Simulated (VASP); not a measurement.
# BBrCl₂: training a force field on the fly

BBrCl₂, molecule in box, 4 atoms in the cell. PBE, machine-learned force field trained on the fly; PAW potentials Cl, B, Br (PBE set).

## Input

INCAR.step1:
```
PREC     = Normal         # precision mode
ENCUT    = 320            # plane-wave cutoff, eV
EDIFF    = 1E-5           # SCF threshold, eV
LREAL    = False          # projectors in reciprocal space
ALGO     = Fast           # electronic algorithm
NELMIN   = 4            
NELM     = 100            # most SCF steps
ISYM     = 0            
ISMEAR   = 0              # smearing method
SIGMA    = 0.05           # smearing width, eV
LWAVE    = False          # write WAVECAR
LCHARG   = False          # write CHGCAR
IBRION   = 0              # ionic algorithm
ISIF     = 2              # what is computed and relaxed
TEBEG    = 300          
POTIM    = 0.7            # step
RANDOM_SEED= 294 0 0      
MDALGO   = 1            
ANDERSEN_PROB= 0.1          
NSW      = 160            # ionic steps
ML_LMLFF = True         
ML_MODE  = train        
ML_CTIFOR= 1E-6         
ML_WTSIF = 1E-10        
ML_NMDINT= 1            
ML_ICRITERIA= 0             
```

INCAR.step2, as INCAR.step1 but for:
```
- TEBEG = 300
- RANDOM_SEED = 294 0 0
- MDALGO = 1
- ANDERSEN_PROB = 0.1
- NSW = 160
- ML_CTIFOR = 1E-6
- ML_NMDINT = 1
- ML_ICRITERIA = 0
+ TEBEG = 180
+ RANDOM_SEED = 768139 0 0
+ MDALGO = 3
+ LANGEVIN_GAMMA = 10 10 10
+ NSW = 2500
+ TEEND = 375
+ ML_CTIFOR = 0.02
+ ML_NMDINT = 2
```

INCAR.step3:
```
PREC     = Normal         # precision mode
ENCUT    = 320            # plane-wave cutoff, eV
EDIFF    = 1E-5           # SCF threshold, eV
LREAL    = False          # projectors in reciprocal space
ALGO     = Fast           # electronic algorithm
NELMIN   = 4            
NELM     = 100            # most SCF steps
ISYM     = 0            
ISMEAR   = 0              # smearing method
SIGMA    = 0.05           # smearing width, eV
LWAVE    = False          # write WAVECAR
LCHARG   = False          # write CHGCAR
ML_LMLFF = True         
ML_MODE  = refit        
ML_WTSIF = 1E-10         
```

INCAR.step4:
```
PREC     = Normal         # precision mode
ENCUT    = 320            # plane-wave cutoff, eV
ISYM     = 0            
ISMEAR   = 0              # smearing method
SIGMA    = 0.05           # smearing width, eV
LWAVE    = False          # write WAVECAR
LCHARG   = False          # write CHGCAR
ML_LMLFF = True         
ML_MODE  = run          
NWRITE   = 2            
IBRION   = -1             # ionic algorithm
NSW      = 0              # ionic steps
```

INCAR.step5:
```
PREC     = Normal         # precision mode
ENCUT    = 320            # plane-wave cutoff, eV
EDIFF    = 1E-5           # SCF threshold, eV
LREAL    = False          # projectors in reciprocal space
ALGO     = Fast           # electronic algorithm
NELMIN   = 4            
NELM     = 100            # most SCF steps
ISYM     = 0            
ISMEAR   = 0              # smearing method
SIGMA    = 0.05           # smearing width, eV
LWAVE    = False          # write WAVECAR
LCHARG   = False          # write CHGCAR
```

INCAR.step6:
```
PREC     = Normal         # precision mode
ENCUT    = 320            # plane-wave cutoff, eV
ISYM     = 0            
ISMEAR   = 0              # smearing method
SIGMA    = 0.05           # smearing width, eV
LWAVE    = False          # write WAVECAR
LCHARG   = False          # write CHGCAR
ML_LMLFF = True         
ML_MODE  = run          
NWRITE   = 0            
IBRION   = 2              # ionic algorithm
NSW      = 300            # ionic steps
EDIFFG   = -2E-4          # ionic threshold
ISIF     = 2              # what is computed and relaxed
```

INCAR.step9, as INCAR.step6 but for:
```
- IBRION = 2
- NSW = 300
- EDIFFG = -2E-4
- ISIF = 2
+ IBRION = 5
+ NFREE = 2
+ POTIM = 0.01
+ NSW = 1
```

KPOINTS:
```
k-points
0
Gamma
  1 1 1
```

POSCAR.step1:
```
BBrCl2
1.0
    8.0000000000      0.0000000000      0.0000000000
    0.0000000000      9.0000000000      0.0000000000
    0.0000000000      0.0000000000      9.0000000000
Cl B Br
2 1 1
Direct
    0.5993875000      0.6122277700      0.6499111100
    0.5821624900      0.3516500000      0.4414222200
    0.5312749900      0.5339944400      0.4844999900
    0.4006125000      0.6483500000      0.3500888900
```

Commands (each step's output is kept before the next begins):
```
cat potpaw_PBE.64/Cl/POTCAR potpaw_PBE.64/B/POTCAR potpaw_PBE.64/Br/POTCAR > POTCAR
cp INCAR.step1 INCAR
cp POSCAR.step1 POSCAR
mpirun -np 4 vasp_gam > vasp.out
cp ML_ABN ../ML_AB
cp CONTCAR POSCAR
cp ../ML_AB ML_AB
cp INCAR.step2 INCAR
mpirun -np 4 vasp_gam > vasp.out
cp ML_ABN ../ML_AB
cp CONTCAR POSCAR
cp ../ML_AB ML_AB
cp INCAR.step3 INCAR
mpirun -np 4 vasp_gam > vasp.out
cp ML_FFN ../ML_FF
cp ../ML_FF ML_FF
rm ML_AB
cp INCAR.step4 INCAR
mpirun -np 4 vasp_gam > vasp.out
cp INCAR.step5 INCAR
mpirun -np 4 vasp_gam > vasp.out
cp INCAR.step6 INCAR
mpirun -np 4 vasp_gam > vasp.out
cp CONTCAR ../POSCAR.min
cp CONTCAR POSCAR
cp INCAR.step5 INCAR
mpirun -np 4 vasp_gam > vasp.out
cp INCAR.step4 INCAR
mpirun -np 4 vasp_gam > vasp.out
cp INCAR.step9 INCAR
mpirun -np 4 vasp_gam > vasp.out
# HESSEMAT: energy, positions and Cartesian Hessian from this step
cp HESSEMAT ../HESSEMAT
```

## Result

- Force error of the fit (eV/Å): 0.004
- Energy error of the fit (eV/atom): 0.0000

The training runs are MD at 180 to 375 K, 1.9 ps in all.

Between the relaxed minimum and a frame of the training run, the force field gives 0.170 eV and DFT 0.167 eV.

ML_LOGFILE.step1:
```
# STATUS This line describes the overall status of each step.
# STATUS
# STATUS nstep ..... MD time step or input structure counter
# STATUS state ..... One-word description of step action
# STATUS             - "accurate"  (1) : Errors are low, force field is used
# STATUS             - "threshold" (2) : Errors exceeded threshold, structure is sampled from ab initio
# STATUS             - "learning"  (3) : Stored configurations are used for training force field
# STATUS             - "critical"  (4) : Errors are high, ab initio sampling and learning is enforced
# STATUS             - "predict"   (5) : Force field is used in prediction mode only, no error checking
# STATUS             - "predfast"  (6) : Prediction mode only, no error checking, no error estimates
# STATUS             - "interval"  (7) : Errors exceeded threshold, but too close to last sampling (ML_NMDINT)
# STATUS is ........ Integer representation of above one-word description (integer in parenthesis)
# STATUS doabin .... Perform ab initio calculation (T/F)
# STATUS iff ....... Force field available (T/F, False after startup hints to possible convergence problems)
[... 34 lines left out ...]
BEEF                  157   5.17875279E-06   2.51091214E-03   1.26896021E-03   1.00000000E-06   5.43606134E-02   3.52981724E-02
BEEF                  158   5.14290001E-06   2.42415044E-03   1.23150729E-03   1.00000000E-06   5.50246297E-02   3.55696414E-02
BEEF                  159   5.17141438E-06   2.40245699E-03   1.23420564E-03   1.00000000E-06   5.63890238E-02   3.63028068E-02
BEEF                  160   5.20524270E-06   2.41307193E-03   1.25863797E-03   1.00000000E-06   5.79474215E-02   3.71210381E-02
ERR                   157   5.90776360E-05   4.56816871E-03   1.47450389E-01
ERR                   158   6.13793365E-05   4.63439987E-03   1.47955818E-01
ERR                   159   6.31890627E-05   4.73733655E-03   1.49757241E-01
ERR                   160   6.41698911E-05   4.86638464E-03   1.61263741E-01
```

ML_LOGFILE.step2:
```
# STATUS This line describes the overall status of each step.
# STATUS
# STATUS nstep ..... MD time step or input structure counter
# STATUS state ..... One-word description of step action
# STATUS             - "accurate"  (1) : Errors are low, force field is used
# STATUS             - "threshold" (2) : Errors exceeded threshold, structure is sampled from ab initio
# STATUS             - "learning"  (3) : Stored configurations are used for training force field
# STATUS             - "critical"  (4) : Errors are high, ab initio sampling and learning is enforced
# STATUS             - "predict"   (5) : Force field is used in prediction mode only, no error checking
# STATUS             - "predfast"  (6) : Prediction mode only, no error checking, no error estimates
# STATUS             - "interval"  (7) : Errors exceeded threshold, but too close to last sampling (ML_NMDINT)
# STATUS is ........ Integer representation of above one-word description (integer in parenthesis)
# STATUS doabin .... Perform ab initio calculation (T/F)
# STATUS iff ....... Force field available (T/F, False after startup hints to possible convergence problems)
[... 32 lines left out ...]
SPRSC                 115       169       169 Cl        46        42 B         29        27 Br        23        22
BEEF                 2497   3.58085100E-05   1.48276513E-02   5.93594800E-03   2.00000000E-02   6.45604127E-02   4.44348414E-02
BEEF                 2498   3.58461292E-05   1.49693328E-02   5.97378713E-03   2.00000000E-02   6.47356821E-02   4.44171078E-02
BEEF                 2499   3.54441710E-05   1.49660202E-02   5.95755005E-03   2.00000000E-02   6.48019791E-02   4.43165327E-02
BEEF                 2500   3.39745762E-05   1.45183629E-02   5.77285511E-03   2.00000000E-02   6.45278459E-02   4.39576970E-02
ERR                     0   6.41112795E-05   4.86577014E-03   1.60541362E-01
ERR                    96   9.41621266E-05   5.41440844E-03   3.18076588E-01
ERR                   115   1.20510499E-04   6.04804254E-03   3.44402167E-01
```

ML_LOGFILE.step3:
```
# STATUS This line describes the overall status of each step.
# STATUS
# STATUS nstep ..... MD time step or input structure counter
# STATUS state ..... One-word description of step action
# STATUS             - "accurate"  (1) : Errors are low, force field is used
# STATUS             - "threshold" (2) : Errors exceeded threshold, structure is sampled from ab initio
# STATUS             - "learning"  (3) : Stored configurations are used for training force field
# STATUS             - "critical"  (4) : Errors are high, ab initio sampling and learning is enforced
# STATUS             - "predict"   (5) : Force field is used in prediction mode only, no error checking
# STATUS             - "predfast"  (6) : Prediction mode only, no error checking, no error estimates
# STATUS             - "interval"  (7) : Errors exceeded threshold, but too close to last sampling (ML_NMDINT)
# STATUS is ........ Integer representation of above one-word description (integer in parenthesis)
# STATUS doabin .... Perform ab initio calculation (T/F)
# STATUS iff ....... Force field available (T/F, False after startup hints to possible convergence problems)
[... 20 lines left out ...]
# BEEF bee_ave_stress ... Bayesian error estimate of stresses (average) (kB)
# BEEF              nstep       bee_energy    bee_max_force    bee_ave_force        threshold   bee_max_stress   bee_ave_stress
# BEEF                  2                3                4                5                6                7                8
# SPRSC This line shows the results of sparsification regarding the number
# SPRSC of reference structures and local reference configurations.
# SPRSC
STATUS                  0  learning  3      T      F         0         0
STATUS                  1  accurate  1      F      T         1         1
SPRSC                   0       169       169 Cl        42        42 B         27        27 Br        22        22
ERR                     0   2.72479130E-05   3.77641305E-03   5.19463347E-01
```

VASP 6.6.1 took 123 s on 4 cores (Intel Xeon Platinum 8488C (Sapphire Rapids)), a shared host.
